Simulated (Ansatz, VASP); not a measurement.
# LiCaSc in two plane-wave programs

Wanted: the spread between two codes on one cell, functional and k mesh. The cell is invented: other elements were put on sites of a known structure type. It may not be a known or stable phase. The cell is taken from a series of VASP runs on this material, whose earlier steps may have relaxed, scaled or displaced it; both programs get it as it stands.

Calculated with Ansatz 0.2.0; plane waves, with VASP 6.6.1 beside it; band structure at LDA.

### 1. The structure

Symmetry: Amm2, No. 38, orthorhombic system. The conventional cell has a = 2.989 Å, b = 5.432 Å, c = 9.395 Å, α = 90.00°, β = 90.00°, γ = 90.00°. Nearest to Li lie 2 Li at 2.99 Å. Nearest to Ca lie 2 Ca at 2.99 Å and 3 Sc at 3.13 Å. Nearest to Sc lie 2 Sc at 2.99 Å and 3 Ca at 3.13 Å. Farther neighbours are not listed.

### 2. VASP: band structure, LDA

With cell and atoms fixed, the geometry can't cause a difference; cores, projectors, grids and the points listed under the comparison can.

Lines of VASP's logs that name or quote its potential files are left out, and so is its time.

The input, INCAR:

```
SYSTEM = LiCaSc
PREC = Accurate
ENCUT = 650
EDIFF = 1E-06
NELM = 100
ISMEAR = 1
SIGMA = 0.2
LREAL = .FALSE.
ALGO = Normal
GGA = CA
LORBIT = 11
LWAVE = .FALSE.
LCHARG = .FALSE.
```

The input, POSCAR:

```
LiCaSc
1.0
    2.9893830329      0.0000000000      0.0000000000
    0.0000000000      2.7160525077      4.6975904837
    0.0000000000     -2.7160525077      4.6975904837
Li Ca Sc
1 1 1
Direct
    0.5000000000      0.9972157744      0.9972157744
    0.0000000000      0.6633069063      0.6633069063
    0.0000000000      0.3297820362      0.3297820362
```

The input, KPOINTS:

```
Automatic mesh
0
Gamma
8 5 5
0 0 0
```

The input, KPOINTS_OPT:

```
Line mode
16
Line-mode
Reciprocal
  0.00000000   0.00000000   0.00000000 GAMMA
  0.00000000   0.33357301  -0.33357301 X

  0.00000000   0.33357301  -0.33357301 X
  0.00000000   0.00000000  -0.50000000 S

  0.00000000   0.00000000  -0.50000000 S
 -0.50000000   0.00000000  -0.50000000 R

 -0.50000000   0.00000000  -0.50000000 R
 -0.50000000   0.33357301  -0.33357301 A

 -0.50000000   0.33357301  -0.33357301 A
 -0.50000000   0.00000000   0.00000000 Z

 -0.50000000   0.00000000   0.00000000 Z
  0.00000000   0.00000000   0.00000000 GAMMA

  0.00000000   0.00000000   0.00000000 GAMMA
  0.00000000  -0.50000000  -0.50000000 Y

  0.00000000  -0.50000000  -0.50000000 Y
  0.00000000  -0.33357301  -0.66642699 X1

  0.00000000  -0.33357301  -0.66642699 X1
 -0.50000000  -0.33357301  -0.66642699 A1

 -0.50000000  -0.33357301  -0.66642699 A1
 -0.50000000  -0.50000000  -0.50000000 T

 -0.50000000  -0.50000000  -0.50000000 T
  0.00000000  -0.50000000  -0.50000000 Y

 -0.50000000   0.00000000   0.00000000 Z
 -0.50000000  -0.50000000  -0.50000000 T
```

PAW data sets: Li_sv, Ca_sv and Sc_sv (LDA family, release 64).

Command:

```sh
mpirun -np 1 vasp_std
```

Numbers of over 12 decimals in the logs are rounded to 6 here.

What it wrote:

```text
[banner, memory and clock lines left out]
running    1 mpi-ranks, on    1 nodes
 distrk:  each k-point on    1 cores,    1 groups
 distr:  one band on    1 cores,    1 groups

 POSCAR found type information on POSCAR LiCaSc
 POSCAR found :  3 types and       3 ions
 LDA part: xc-table for (Slater(with rela. corr.)+CA(PZ))
 , standard interpolation
 POSCAR, INCAR and KPOINTS ok, starting setup
 FFT: planning ... GRIDC
 FFT: planning ... GRID_SOFT
 FFT: planning ... GRID
 WAVECAR not read
 entering main loop
       N       E                     dE             d eps       ncg     rms          rms(c)
DAV:   1     0.328987531831E+03    0.32899E+03   -0.13397E+04  1440   0.176E+03
DAV:   2     0.849975158984E+01   -0.32049E+03   -0.31795E+03  1880   0.526E+02
DAV:   3    -0.906408477523E+01   -0.17564E+02   -0.17427E+02  2536   0.133E+02
DAV:   4    -0.115056738457E+02   -0.24416E+01   -0.24359E+01  2520   0.276E+01
DAV:   5    -0.117309959457E+02   -0.22532E+00   -0.22522E+00  2128   0.919E+00    0.628E+00
DAV:   6    -0.103105843957E+02    0.14204E+01   -0.22128E+01  2192   0.270E+01    0.415E+00
DAV:   7    -0.993844759043E+01    0.37214E+00   -0.38955E+00  2520   0.134E+01    0.190E+00
DAV:   8    -0.989933783927E+01    0.39110E-01   -0.94930E-01  2112   0.744E+00    0.115E+00
DAV:   9    -0.986793112331E+01    0.31407E-01   -0.33739E-01  2144   0.411E+00    0.256E-01
DAV:  10    -0.986667811146E+01    0.12530E-02   -0.21106E-02  2504   0.904E-01    0.982E-02
DAV:  11    -0.986652382220E+01    0.15429E-03   -0.53682E-03  2144   0.461E-01    0.752E-02
DAV:  12    -0.986638625574E+01    0.13757E-03   -0.10777E-03  2088   0.238E-01    0.116E-02
DAV:  13    -0.986638734073E+01   -0.10850E-05   -0.17945E-05  2432   0.320E-02    0.376E-03
DAV:  14    -0.986638707537E+01    0.26536E-06   -0.10347E-06  1408   0.818E-03
   1 F= -.98663871E+01 E0= -.98663456E+01  d E =-.124399E-03
 Start KPOINTS_OPT (optional k-point list driver)
k-point batch [1-45\192]
       N       E                     dE             ncg
DAV:   1    -0.824395172510E+04   -0.28308E+05     1440
DAV:   2    -0.225717205934E+05   -0.14328E+05     1624
DAV:   3    -0.234572230379E+05   -0.88550E+03     2552
DAV:   4    -0.235822113507E+05   -0.12499E+03     2560
DAV:   5    -0.235923437686E+05   -0.10132E+02     2088
DAV:   6    -0.235930774283E+05   -0.73366E+00     2352
DAV:   7    -0.235930857911E+05   -0.83628E-02     2168
DAV:   8    -0.235930860331E+05   -0.24198E-03     2304
DAV:   9    -0.235930860384E+05   -0.53819E-05     1824
DAV:  10    -0.235930860388E+05   -0.33209E-06     1424
[...]
k-point batch [181-192\192]
       N       E                     dE             ncg
DAV:   1     0.281037662073E+05   -0.14867E+05      384
DAV:   2     0.243124574142E+05   -0.37913E+04      448
DAV:   3     0.240996933527E+05   -0.21276E+03      664
DAV:   4     0.240693449270E+05   -0.30348E+02      696
DAV:   5     0.240662985547E+05   -0.30464E+01      568
DAV:   6     0.240659945385E+05   -0.30402E+00      672
DAV:   7     0.240659904671E+05   -0.40715E-02      544
DAV:   8     0.240659902608E+05   -0.20624E-03      672
DAV:   9     0.240659902562E+05   -0.46351E-05      536
DAV:  10     0.240659902560E+05   -0.22723E-06      448
```

From OUTCAR (step 2):

```text
ion  position               nearest neighbor table
   1  0.500  0.997  0.997-
   2  0.000  0.663  0.663-   3 3.13   3 3.13   3 3.13
   3  0.000  0.330  0.330-   2 3.13   2 3.13   2 3.13

  LATTYP: Found a base centered orthorhombic cell.
 ALAT       =     5.4321050154
 B/A-ratio  =     1.7295654154
 C/A-ratio  =     0.5503176070

 Subroutine GETGRP returns: Found  4 space group operations
 (whereof  4 operations were pure point group operations)

The static configuration has the point symmetry C_2v.

 Found     45 irreducible k-points:

   k-points           NKPTS =     45   k-points in BZ     NKDIM =     45   number of bands    NBANDS=     16

   dimension x,y,z NGX =    28 NGY =   48 NGZ =   48
   dimension x,y,z NGXF=    56 NGYF=   96 NGZF=   96

   ENCUT  =  650.0 eV  47.77 Ry    6.91 a.u.   6.21 11.28 11.28*2*pi/ulx,y,z

   NELECT =      24.0000    total number of electrons

 k-points in reciprocal lattice and weights: Automatic mesh
   0.00000000  0.00000000  0.00000000       0.005
   0.12500000  0.00000000  0.00000000       0.010
   0.25000000  0.00000000  0.00000000       0.010
   0.37500000  0.00000000  0.00000000       0.010
   0.50000000  0.00000000  0.00000000       0.005
   0.00000000  0.20000000  0.00000000       0.020
   0.12500000  0.20000000  0.00000000       0.040
   0.25000000  0.20000000  0.00000000       0.040
   0.37500000  0.20000000  0.00000000       0.040
[...]
0.37500000 -0.40000000  0.40000000       0.020
   0.50000000 -0.40000000  0.40000000       0.010

 average (electrostatic) potential at core
       1 -65.3886       2 -47.2904       3 -48.7609

 E-fermi :   2.4098

 k-point     1 :       0.0000    0.0000    0.0000
  band No.  band energies     occupation
    ...
      9     -19.3354      2.00000
     10      -1.8879      2.00000
     11       2.1374      2.06615
     12       2.1448      2.06822
     13       2.1724      2.07044
     14       3.1421     -0.00000
     15       3.1448     -0.00000
     16       3.2259     -0.00000

 k-point     2 :       0.1250    0.0000    0.0000
  band No.  band energies     occupation
    ...
      9     -19.4696      2.00000
     10      -1.5932      2.00000
     11       2.2893      1.84188
     12       2.2963      1.80966
     13       2.4712      0.50620
     14       3.0591     -0.00004
     15       3.0606     -0.00004
     16       3.6915     -0.00000

 k-point     3 :       0.2500    0.0000    0.0000
  band No.  band energies     occupation
    ...
      6     -25.6874      2.00000
      7     -19.7829      2.00000
      8     -19.6916      2.00000
      9     -19.6910      2.00000
     10      -0.7846      2.00000
     11       2.6841     -0.06550
     12       2.6848     -0.06527
     13       2.7601     -0.03273
     14       2.7656     -0.03047
     15       3.1008     -0.00001
    ...

  Total       -0.0171439     -0.0080558     -0.0116390      0.0000000      0.0000000      0.0000000
  in kB       -0.3600775     -0.1691969     -0.2444573      0.0000000      0.0000000      0.0000000
  external PRESSURE =      -0.2579105 kB  Pullay stress =       0.0000000 kB

  energy-cutoff  :      650.00
  volume of cell :       76.28
      direct lattice vectors                 reciprocal lattice vectors
     2.989383033  0.000000000  0.000000000     0.334517186  0.000000000  0.000000000
     0.000000000  2.716052508  4.697590484     0.000000000  0.184090697  0.106437545
     0.000000000 -2.716052508  4.697590484     0.000000000 -0.184090697  0.106437545

 POSITION                                       TOTAL-FORCE (eV/Angst)
 -----------------------------------------------------------------------------------
      1.49469      0.00000      9.36902         0.000000      0.000000     -0.005954
      0.00000      0.00000      6.23189         0.000000      0.000000      0.003943
      0.00000      0.00000      3.09836         0.000000      0.000000      0.002011
 -----------------------------------------------------------------------------------
    total drift:                               -0.000000     -0.000000     -0.000016

  FREE ENERGIE OF THE ION-ELECTRON SYSTEM (eV)
  ---------------------------------------------------
  free  energy   TOTEN  =        -9.8663870754 eV

  energy  without entropy=       -9.8662626760  energy(sigma->0) =       -9.86634561

 total charge
# of ion       s       p       d       tot
------------------------------------------
    1        2.030   0.056   0.000   2.086
    2        2.100   5.821   0.305   8.226
    3        2.291   6.057   1.047   9.395
--------------------------------------------------
tot          6.421  11.934   1.353  19.708

[... 3 further parts left out ...]
```

Within 0.02 Å the cell has space group P-6m2; at a tight tolerance a small distortion makes it Amm2.

### 3. Ansatz: band structure, LDA

Ansatz runs on its default PAW (the set named soft_2) files.

The same cell, functional (in two slightly different forms), mesh and smearing now go to Ansatz, which takes its cutoff from its data sets.

The input, input.yaml:

```yaml
crystal:
  lattice:
    - [2.9893830329, 0.0, 0.0]
    - [0.0, 2.7160525077, 4.6975904837]
    - [0.0, -2.7160525077, 4.6975904837]
  atoms:
    - { symbol: Li, position: [0.5, 0.9972157744, 0.9972157744] }
    - { symbol: Ca, position: [0.0, 0.6633069063, 0.6633069063] }
    - { symbol: Sc, position: [0.0, 0.3297820362, 0.3297820362] }
hamiltonian:
  xc: lda
  pseudopotentials: { kind: paw }
kpoints:
  mp_grid: { grid: [8, 5, 5] }
  band_path:
    path:
      - [0.0, 0.0, 0.0]
      - [0.0, 0.13343, -0.13343]
      - [0.0, 0.2891, -0.2891]
      - [0.0, 0.26686, -0.36686]
      - [0.0, 0.11119, -0.44452]
      - [0.0, 0.0, -0.5]
      - [-0.23333, 0.0, -0.5]
      - [-0.46667, 0.0, -0.5]
      - [-0.5, 0.08895, -0.45562]
      - [-0.5, 0.24462, -0.37795]
      - [-0.5, 0.31133, -0.31133]
      - [-0.5, 0.15567, -0.15567]
      - [-0.5, 0.0, 0.0]
      - [-0.33333, 0.0, 0.0]
      - [-0.1, 0.0, 0.0]
      - [0.0, -0.06667, -0.06667]
      - [0.0, -0.3, -0.3]
      - [0.0, -0.5, -0.5]
      - [0.0, -0.43343, -0.56657]
      - [0.0, -0.35576, -0.64424]
      - [-0.1, -0.33357, -0.66643]
      - [-0.33333, -0.33357, -0.66643]
      - [-0.5, -0.33357, -0.66643]
      - [-0.5, -0.41124, -0.58876]
      - [-0.5, -0.4889, -0.5111]
      - [-0.36667, -0.5, -0.5]
      - [-0.13333, -0.5, -0.5]
      - [-0.5, -0.03333, -0.03333]
      - [-0.5, -0.26667, -0.26667]
      - [-0.5, -0.5, -0.5]
    npoints: 1
scf:
  occupations: { method: methfessel_paxton, width: 0.2 }
  n_extra_bands: 7
output:
  forces: true
  stress: true
  eigenvalues: true
```

Command:

```sh
ansatz run input.yaml --threads 2 --pin off --max-ram 4608MiB --backend cpu --events-out ev --progress --plain --runs-dir out
```

What it wrote:

```text
scf.n_extra_bands = 7 over 12 filled bands (N_el = 24.0): the run solves 19 bands
Engine: ansatz 0.2.0, aarch64-unknown-linux-gnu
Pseudopotentials: kind: paw
Pseudopotential: Li, paw, valence charge 3, recommended cutoff 420 eV (normal), Li.paw.azcp
Pseudopotential: Ca, paw, valence charge 10, recommended cutoff 420 eV (normal), Ca.paw.azcp
Pseudopotential: Sc, paw, valence charge 11, recommended cutoff 420 eV (normal), Sc.paw.azcp
Functional definition: SPW92
  exchange = slater_x
  correlation = pw_c
Crystal: 3 atoms, lattice volume = 76.282 Å³
Basis set: ecut = 420 eV, 1491 PW (Γ)
Bands: 19, of which v1, the nominal top of the filled ones, is band 12 counted from 1 (11 counted from 0)
Symmetry: 4 space group operations
Space group: Amm2 (ITA 38), of the structure as read, at distance tolerance 4.2e-5 Å
k-points: 45 of 200 (time reversal used)
Non-local potential: Li, projectors of the file, l = 0: 3, l = 1: 2, l = 2: 1
Non-local potential: Ca, projectors of the file, l = 0: 3, l = 1: 2, l = 2: 2
Non-local potential: Sc, projectors of the file, l = 0: 3, l = 1: 2, l = 2: 3, l = 3: 1
PAW form: soft (Blöchl's): semilocal exchange-correlation on the pseudo side does not see the compensation charge
PAW frozen core: Ca, regenerated for the run's functional, and the local potential with it (the file was generated under x = pbe(κ = 0.804, μ = 0.219515), c = pbe(β = 0.066725))
PAW frozen core: Sc, regenerated for the run's functional, and the local potential with it (the file was generated under x = pbe(κ = 0.804, μ = 0.219515), c = pbe(β = 0.066725))
PAW one-centre angular grid: Li, 110 points (default); XC on 64 Gauss nodes
PAW one-centre angular grid: Ca, 110 points (default); XC on 64 Gauss nodes
PAW one-centre angular grid: Sc, 590 points (default); XC on 64 Gauss nodes
Initial density: superposition of atomic densities (neutral atoms: chi_scale 0, normalization atom), corrected by the library's trained network
Initial wavefunctions: pseudopotential atomic-orbital guess
Functional: x = slater, c = lda
SCF iter   1: F=—  HF=-4062.161229 eV  |F-HF|=—  |Δ(HF+E_count)|=         —  Δρ=6.35e-3  dr2=6.19e-2  ethr=1.77e-3  ⟨swp⟩=6.5  Hψ=4836  notcnv=0
preconditioner: auto → none  [metal: Δε(μ)=0.018 eV  Ē_g=2.944 eV  σ=0.200 eV  W_gap=0.08  n_scr=8 (ndim 8)  ℏωp=10.4 eV  f_vac=0.000  D(μ)=3.49/eV (n_scr^D=32)  sad-step TF]
SCF iter   2: F=—  HF=-4062.153679 eV  |F-HF|=—  |Δ(HF+E_count)|=   7.55e-3  S|Δr|=    0.00e0  Δρ=3.78e-3  dr2=2.71e-2  ethr=2.58e-4  ⟨swp⟩=1.0  Hψ=1215  notcnv=0
SCF iter   3: F=—  HF=-4062.150482 eV  |F-HF|=—  |Δ(HF+E_count)|=   3.20e-3  S|Δr|=    0.00e0  Δρ=2.13e-3  dr2=1.03e-2  ethr=1.13e-4  ⟨swp⟩=2.0  Hψ=972  notcnv=0
SCF iter   4: F=—  HF=-4062.149150 eV  |F-HF|=—  |Δ(HF+E_count)|=   1.33e-3  S|Δr|=    0.00e0  Δρ=7.24e-4  dr2=8.14e-4  ethr=4.28e-5  ⟨swp⟩=2.0  Hψ=980  notcnv=0
SCF iter   5: F=—  HF=-4062.148939 eV  |F-HF|=—  |Δ(HF+E_count)|=   2.11e-4  S|Δr|=    0.00e0  Δρ=2.40e-4  dr2=1.01e-4  ethr=3.39e-6  ⟨swp⟩=2.1  Hψ=980  notcnv=0
SCF iter   6: F=—  HF=-4062.148914 eV  |F-HF|=—  |Δ(HF+E_count)|=   2.50e-5  S|Δr|=    0.00e0  Δρ=6.67e-5  dr2=7.02e-6  ethr=4.21e-7  ⟨swp⟩=2.0  Hψ=962  notcnv=0
SCF iter   7: F=—  HF=-4062.148911 eV  |F-HF|=—  |Δ(HF+E_count)|=   3.18e-6  S|Δr|=    0.00e0  Δρ=1.95e-5  dr2=1.04e-6  ethr=2.93e-8  ⟨swp⟩=2.0  Hψ=1108  notcnv=0
SCF iter   8: F=-4062.148911 eV  HF=-4062.148911 eV  |F-HF|=3.90e-9  |Δ(HF+E_count)|=   2.41e-7  S|Δr|=    0.00e0  Δρ=5.60e-6  dr2=1.72e-8  ethr=4.17e-10  ⟨swp⟩=4.3  Hψ=3159  notcnv=0
SCF 1 converged in 8 iterations: F = -4062.148911 eV  dr2 = 1.72e-8
  greatest PAW one-centre occupation: 1.000 electrons in one spin orbital (limit 2), on the Li atom at site 0 (counted from 0), in its partial waves of l = 0
NSCF: frozen V_eff on 30 k-points
SCF converged after 8 iterations
Stability not checked: this state was not tested for a lower state beside it, because cold or Methfessel-Paxton smearing, or corrected tetrahedra, fill the levels in a way that the test cannot read (fill_not_monotonic; see scf.lower_state_search)
Free energy (F): -4062.148911 eV
Harris-Foulkes:  -4062.148911 eV  (|F-HF|=3.90e-9)
Internal energy: -4062.148592 eV  (E = F + TS)
E sigma→0 (E₀):  -4062.148831 eV
Entropy (-TS):   -0.000319 eV (-0.106 meV/atom)
Fermi energy:    5.909563 eV
--- Per-component energies (eV) ---
  E_band       = -438.249126
  E_kinetic    = 559.593361
  E_local      = -1956.597470  (includes V_loc(G=0)·N_el)
  E_nonlocal   = 122.853140
  E_hartree    = 670.602428
  E_xc         = -247.228643
  E_vxc        = -310.138099  (∫ρ·V_xc dr)
  E_paw        = -1745.193854  (= ΣΔE_a)
  E_vpaw       = -195.164949  (= ΣTr[D̂ρ^β])
  E_aug_tail   = 0.000016  (compensation charges beyond the density's cutoff)
  E_ewald      = -1466.765660
  E_core_change = 0.588089  (= ΣΔE_core)
  E_smearing   = -0.000319  (= −TS)
  E_closure    = 0.000000  (closes the sum)
  Σ components = -4062.148911   (vs F -4062.148911, Δ=0.00e0)
--- Forces (eV/Å), atoms counted from 1 ---
  atom   1  Li     0.00000000     0.00000000    -0.00594471
  atom   2  Ca     0.00000000     0.00000000     0.00383519
  atom   3  Sc     0.00000000     0.00000000     0.00208253
  max |Σ_I F_I| component: 2.70e-5 eV/Å
--- Stress (GPa, compression-positive) ---
       -0.043021       0.000000       0.000000
        0.000000      -0.010500       0.000000
        0.000000       0.000000      -0.018584
  P = ⅓ Tr σ = -0.0240 GPa (-0.240 kbar)
--- Band table (eV; the first three rows and the last of 45) ---
  k-point 0: bands = [... 8 lower, -15.8729, 1.6097, 5.6400, 5.6474, 5.6725, 6.6409, 6.6436, 6.7288, ... 3 higher]
  k-point 1: bands = [... 8 lower, -15.8729, 1.8896, 5.1424, 5.5699, 5.7867, 6.2167, 6.5756, 6.9939, ... 3 higher]
  k-point 2: bands = [... 8 lower, -15.8730, 2.6415, 4.0642, 5.2031, 6.0790, 6.1653, 6.4515, 7.0773, ... 3 higher]
  k-point 44: bands = [... 8 lower, -16.1696, 4.9829, 5.4061, 5.8772, 6.0974, 6.6694, 7.0461, 7.7075, ... 3 higher]
```

The job ended after 4 s (2 threads of Arm Neoverse V2, shared host; peak memory 0.38 GiB).

### 4. Side by side

Known differences besides the potentials themselves: the two LDA forms differ slightly; the cutoff is 420 eV in Ansatz and 650 eV in VASP; VASP's log shows a relativistic correction to its local exchange, Ansatz's none. Total energies have different zeros and are not compared.

Compared:

```tsv
quantity	Ansatz	VASP	difference
pressure (GPa)	-0.02	-0.03	0.00
```

Levels from 3 eV below to 2 eV above the Fermi level differ by 3 meV r.m.s. and 9 meV at most; each VASP level is matched to the nearest of Ansatz, which flatters the figure a little.

### 5. Results

```json
{
 "r.m.s. difference of levels near the Fermi level (band structure, LDA)": "3.1 meV"
}
```

**Reading.** The r.m.s. difference of levels near the Fermi level is 3.1 meV (band structure, LDA), within the 80 meV picked in this series as the mark of a large difference. How closely two codes agree says nothing of how well the functional describes the real material.

[Lines on the potential files, build, host, timing and source positions are cut from VASP's logs without a mark.]

[Logs are printed without paths, hosts, clocks, repeated set-up lines and the standing remarks that a program may print on its own settings, such as how far it seeks lower states.]

[Hosts, paths, dates, database ids (printed as entryN), source tags and the programs' standing remarks are cut or masked in the printed files.]
